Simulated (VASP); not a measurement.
Consider the following.

```xyz
64
Lattice="11.9995 0.0000 0.0000 0.0000 11.9995 0.0000 0.0000 0.0000 11.9995" Properties=species:S:1:pos:R:3 pbc="T T T"
In     5.9998     0.0000     0.0000
In     8.9996     2.9999     0.0000
In     8.9996     0.0000     2.9999
In     0.0000     0.0000     0.0000
In     2.9999     2.9999     0.0000
In     5.9998     5.9998     0.0000
In     8.9996     8.9996     0.0000
In     2.9999     0.0000     2.9999
In     5.9998     2.9999     2.9999
In     8.9996     5.9998     2.9999
In     5.9998     0.0000     5.9998
In     8.9996     2.9999     5.9998
In     8.9996     0.0000     8.9996
In     0.0000     5.9998     0.0000
In     2.9999     8.9996     0.0000
In     0.0000     2.9999     2.9999
In     2.9999     5.9998     2.9999
In     5.9998     8.9996     2.9999
In     0.0000     0.0000     5.9998
In     2.9999     2.9999     5.9998
In     5.9998     5.9998     5.9998
In     8.9996     8.9996     5.9998
In     2.9999     0.0000     8.9996
In     5.9998     2.9999     8.9996
In     8.9996     5.9998     8.9996
In     0.0000     8.9996     2.9999
In     0.0000     5.9998     5.9998
In     2.9999     8.9996     5.9998
In     0.0000     2.9999     8.9996
In     2.9999     5.9998     8.9996
In     5.9998     8.9996     8.9996
In     0.0000     8.9996     8.9996
P      7.4997     1.4999     1.4999
P     10.4996     4.4998     1.4999
P     10.4996     1.4999     4.4998
P      1.4999     1.4999     1.4999
P      4.4998     4.4998     1.4999
P      7.4997     7.4997     1.4999
P     10.4996    10.4996     1.4999
P      4.4998     1.4999     4.4998
P      7.4997     4.4998     4.4998
P     10.4996     7.4997     4.4998
P      7.4997     1.4999     7.4997
P     10.4996     4.4998     7.4997
P     10.4996     1.4999    10.4996
P      1.4999     7.4997     1.4999
P      4.4998    10.4996     1.4999
P      1.4999     4.4998     4.4998
P      4.4998     7.4997     4.4998
P      7.4997    10.4996     4.4998
P      1.4999     1.4999     7.4997
P      4.4998     4.4998     7.4997
P      7.4997     7.4997     7.4997
P     10.4996    10.4996     7.4997
P      4.4998     1.4999    10.4996
P      7.4997     4.4998    10.4996
P     10.4996     7.4997    10.4996
P      1.4999    10.4996     4.4998
P      1.4999     7.4997     7.4997
P      4.4998    10.4996     7.4997
P      1.4999     4.4998    10.4996
P      4.4998     7.4997    10.4996
P      7.4997    10.4996    10.4996
P      1.4999    10.4996    10.4996
```

Method: HSE06 screened hybrid, VASP's PBE PAW potentials (set 64) (plane waves; VASP). Settings: PREC = Normal, LREAL = Auto, EDIFF = 1E-5, 400 eV cut-off, 1×1×1 Γ-centred mesh, Gaussian smearing of 0.050 eV, potentials In P.

The supercell is sampled at Γ alone, which is coarse: total energies, pressure and levels can be off, energies of defects by several tenths of an eV.

Task: Predict the energy per atom (σ→0).

Result: 
The energy per atom (σ→0) is -4.929 eV/atom.

Only differences to runs with the same potentials and settings are physical.

The cell is a supercell, built from InP (zinc blende). The cell's shape comes from a PBE relaxation.
